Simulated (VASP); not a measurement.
**ZnSe: relaxation of cell and atoms with PBE**

The system is ZnSe.

```
Zn Se
1.0
     0.00000    2.86681    2.86681
     2.86681    0.00000    2.86681
     2.86681    2.86681    0.00000
Zn Se
1 1
Direct
  0.00000 0.00000 0.00000
  0.25000 0.25000 0.25000
```

```json
{
 "Program": "VASP 6.6.1",
 "Task": "relaxation of cell and atoms",
 "Functional": "PBE",
 "Potentials or basis": "VASP PAW PBE potentials, release 64 (Zn, Se)",
 "Cutoff": "350 eV",
 "k mesh": "10 × 10 × 10",
 "Occupations": "gaussian, width 0.02 eV",
 "Spin": "no spin polarisation",
 "Further INCAR settings": "ALGO = Normal; EDIFF = 1e-07; IBRION = 2; EDIFFG = -0.002; NSW = 80; ISIF = 3"
}
```

| Quantity | Value |
| --- | --- |
| Relaxed volume | 23.55 Å³/atom |
| Relaxed cell | a = 4.054 Å, b = 4.054 Å, c = 4.054 Å, α = 60.00°, β = 60.00°, γ = 60.00° |
| Space group after relaxing (to 0.05 Å) | F-43m (No. 216) |
| Energy gained by relaxing | 0.0 meV/atom |
| Ionic steps | 2 |
| Pressure after relaxing | 0.0 GPa |
| Band gap on the k mesh | 1.15 eV, direct |

Final structure:
```cif
data_structure
_symmetry_space_group_name_H-M 'P 1'
_symmetry_Int_Tables_number 1
_cell_length_a 4.0538
_cell_length_b 4.0538
_cell_length_c 4.0538
_cell_angle_alpha 60.000
_cell_angle_beta 60.000
_cell_angle_gamma 60.000
_cell_volume 47.11
loop_
_atom_site_label
_atom_site_type_symbol
_atom_site_fract_x
_atom_site_fract_y
_atom_site_fract_z
_atom_site_occupancy
Zn1 Zn 0.00000 0.00000 0.00000 1
Se1 Se 0.25000 0.25000 0.25000 1
```

Levels at points of the mesh, in eV from the valence-band top:
```csv
k point,band 7,band 8,band 9,band 10,band 11,band 12
"(0.00, 0.00, 0.00)",0.00,0.00,0.00,1.15,5.81,5.81
"(0.50, 0.00, 0.00)",-5.01,-0.82,-0.82,2.48,6.38,6.38
"(0.50, 0.50, 0.00)",-4.60,-2.07,-2.07,3.06,3.45,10.49
```

It took 37 s on 1 thread of Intel(R) Xeon(R) Platinum 8488C (Sapphire Rapids) (shared host), peak memory 0.16 GiB.
